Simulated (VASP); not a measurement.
Output of a VASP run:

**OSZICAR**
```
       N       E                     dE             d eps       ncg     rms          rms(c)
DAV:   1     0.423870903007E+03    0.42387E+03   -0.16384E+04  7912   0.122E+03
DAV:   2     0.211628245486E+02   -0.40271E+03   -0.37902E+03  8296   0.375E+02
DAV:   3    -0.266479071795E+02   -0.47811E+02   -0.46811E+02  9720   0.150E+02
DAV:   4    -0.285481864925E+02   -0.19003E+01   -0.18979E+01  9160   0.325E+01
DAV:   5    -0.286202756818E+02   -0.72089E-01   -0.72086E-01 10960   0.638E+00    0.118E+01
DAV:   6    -0.244344668201E+02    0.41858E+01   -0.20162E+01 12040   0.347E+01    0.504E+00
DAV:   7    -0.242694654275E+02    0.16500E+00   -0.24558E+00  9672   0.977E+00    0.244E+00
DAV:   8    -0.242044596838E+02    0.65006E-01   -0.51581E-01  9640   0.428E+00    0.780E-01
DAV:   9    -0.241923265899E+02    0.12133E-01   -0.54376E-02 12672   0.185E+00    0.233E-01
DAV:  10    -0.241927834141E+02   -0.45682E-03   -0.79535E-03  8864   0.480E-01    0.119E-01
DAV:  11    -0.241929556397E+02   -0.17223E-03   -0.65745E-04 10880   0.250E-01    0.482E-02
DAV:  12    -0.241928794047E+02    0.76235E-04   -0.29133E-04 12656   0.156E-01    0.980E-03
DAV:  13    -0.241928805262E+02   -0.11215E-05   -0.20420E-05  9824   0.437E-02    0.551E-03
DAV:  14    -0.241928805059E+02    0.20304E-07   -0.18954E-06  7856   0.106E-02
   1 F= -.24192881E+02 E0= -.24192880E+02  d E =-.350673E-07
       N       E                     dE             ncg
```

File OUTCAR:
```
------------------------ aborting loop because EDIFF is reached ----------------------------------------
  FORCE on cell =-STRESS in cart. coord.  units (eV):
  Direction    XX          YY          ZZ          XY          YZ          ZX
  --------------------------------------------------------------------------------------
  Total       -0.3724350     -0.3829142      0.5777235      0.0396382      1.3572831      0.8671826
  in kB       -7.0921286     -7.2916797     11.0013549      0.7548147     25.8461917     16.5134072
  external PRESSURE =      -1.1274845 kB  Pullay stress =       0.0000000 kB
  volume of cell :       84.14
      direct lattice vectors                 reciprocal lattice vectors
     3.999510000  0.000000000  0.000000000     0.250030629  0.000000000  0.000000000
     0.000000000  3.999510000  0.000000000     0.000000000  0.250030629  0.000000000
     0.000000000  0.000000000  5.259820000     0.000000000  0.000000000  0.190120574
 POSITION                                       TOTAL-FORCE (eV/Angst)
 -----------------------------------------------------------------------------------
      1.91533      3.91008      1.09141         0.766698      0.475368      1.484693
      0.00940      2.12543      4.14642        -0.045187     -0.814441     -1.002724
      2.03499      1.93898      0.01676        -0.118655      0.201091     -0.282758
      0.03978      0.02453      0.00523        -0.602856      0.137982     -0.199212
 -----------------------------------------------------------------------------------
    total drift:                                0.000321      0.000212      0.000268
  FREE ENERGIE OF THE ION-ELECTRON SYSTEM (eV)
  ---------------------------------------------------
  free  energy   TOTEN  =       -24.1928805059 eV

  energy  without entropy=      -24.1928804709  energy(sigma->0) =      -24.19288049
```
(Selected blocks of OUTCAR.)

**POSCAR**
```
PbO
1
    3.9995100000     0.0000000000     0.0000000000
    0.0000000000     3.9995100000     0.0000000000
    0.0000000000     0.0000000000     5.2598200000
Pb O
2 2
Direct
  0.4788910000  -0.0223590000   0.2075000000
  0.0023510000   0.5314220000   0.7883190000
  0.5088100000   0.4848040000   0.0031870000
  0.0099470000   0.0061330000   0.0009940000
```

Task: Reconstruct the remaining input files.

Result: One answer among several that fit: the input of the run itself, LDA (Ceperley-Alder, Perdew-Zunger), plane waves, VASP's LDA PAW potentials (set 64).

File KPOINTS_OPT:
```
k-points along high-symmetry lines
8
Line-mode
Reciprocal
  0.000000   0.000000   0.000000 ! GAMMA
  0.000000   0.500000   0.000000 ! X

  0.000000   0.000000   0.500000 ! Y
  0.000000   0.000000   0.000000 ! GAMMA

  0.000000   0.000000   0.000000 ! GAMMA
  0.500000   0.000000   0.000000 ! Z

  0.500000   0.500000   0.500000 ! R
  0.000000   0.000000   0.000000 ! GAMMA

  0.000000   0.000000   0.000000 ! GAMMA
  0.500000   0.000000   0.500000 ! T

  0.500000   0.500000   0.000000 ! U
  0.000000   0.000000   0.000000 ! GAMMA

  0.000000   0.000000   0.000000 ! GAMMA
  0.000000   0.500000   0.500000 ! V
```

File KPOINTS:
```
Automatic
0
G
 7 7 5
0 0 0
```

### INCAR
```
SYSTEM = PbO
PREC = Accurate
ENCUT = 400
EDIFF = 1E-6
NELM = 100
ALGO = Normal
LREAL = .FALSE.
LASPH = .TRUE.
ISMEAR = -1
SIGMA = 0.05
LMAXMIX = 4
LWAVE = .FALSE.
LCHARG = .FALSE.
ISIF = 2
NBANDS = 32
```

POTCAR, in this order: Pb_d O (LDA.64 set). Program: vasp_std.

At this cut-off the stress carries a Pulay error, which pulls relaxed volumes low.

The structure comes from a computed database's PbO entry; how it stands against other phases isn't given here. The cell was not relaxed at this level, atoms are displaced from their ideal sites. The run is one of a series of settings (NBANDS = 32 against the base run), some of them coarse on purpose.
